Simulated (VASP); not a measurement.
A cell of GdGa2 (space group P6/mmm) near equilibrium:

```xyz
3
Lattice="4.1760 0.0000 0.0000 -2.0880 3.6165 0.0000 0.0000 0.0000 4.0489" Properties=species:S:1:pos:R:3 pbc="T T T"
Gd     0.0000     0.0000     0.0000
Ga     2.0880     1.2055     2.0245
Ga     0.0000     2.4110     2.0245
```

Method: PBEsol GGA, VASP's PBE PAW potentials (set 64) (plane waves; VASP).

The 4f electrons are frozen in the core of the lanthanide potential, so 4f levels, which can set the real gap, and their magnetism are missing.

```
run               ΔE (meV/atom)   σxx   σyy   σzz  largest shear component, with its sign (GPa)  largest force (eV/Å)
----------------  -------------  ----  ----  ----  --------------------------------------------  --------------------
as it is                    0.0  0.02  0.02  0.60                                          0.00                 0.000
after one change            7.4  0.43  0.43  0.43                                          0.00                 0.454
```
Stress is in GPa, positive when the cell is compressed.

Question: Which change was made?
(A) atom 1 (Gd) moved by 0.100 Å along z
(B) atom 2 (Ga) moved by -0.050 Å along x
(C) isotropic strain of -3.0 %

Answer: A, atom 1 (Gd) moved by 0.100 Å along z

The structure comes from a computed database's GdGa2 entry (P6/mmm); how it stands against other phases isn't given here. The electron count is odd and the run is not spin-polarised, which forces a metal.
